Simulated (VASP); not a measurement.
Wanted: the native input for a VASP 6.6.1 run.

```yaml
Task: single point
Functional: LDA
Potentials_or_basis: VASP PAW LDA potentials, release 64 (La, S)
Cutoff: 520 eV
k_mesh: 10 × 10 × 10
Occupations: methfessel-paxton, width 0.1 eV
Spin: no spin polarisation
Dipole_correction: no
Further_INCAR_settings: ALGO = Normal; EDIFF = 1e-06; NBANDS = 16
```

The structure of LaS lies in POSCAR:

```
LaS
1.0
   -0.0000000011      2.8839709090      2.8839709068
    2.8839709035      0.0000000022      2.8839709035
    2.8839709068      2.8839709090     -0.0000000011
La S
1 1
Direct
    0.0000000000      0.0000000000      0.0000000000
    0.5000000000      0.5000000000      0.5000000000
```

The input as run:

INCAR

```
PREC = Accurate
ENCUT = 520
EDIFF = 1E-6
ISMEAR = 1
SIGMA = 0.1
LREAL = F
LASPH = T
NELM = 100
ALGO = Normal
ISIF = 2
LWAVE = F
LCHARG = F
GGA = CA
NBANDS = 16
```

KPOINTS

```
Automatic mesh
0
Gamma
  10 10 10
```

Potentials or basis: VASP PAW LDA potentials, release 64 (La, S).

Run with:

```sh
$ cat potpaw_LDA.64/La/POTCAR potpaw_LDA.64/S/POTCAR > POTCAR
$ mpirun -np 1 vasp_std > vasp.out
```

Results of the run:

* Pressure: -0.1 GPa
* Band gap on the k mesh: none (metal or under the smearing width)

Run time: 41 s on 1 thread of Intel(R) Xeon(R) Platinum 8488C (Sapphire Rapids), on a shared host, peak memory 0.18 GiB.
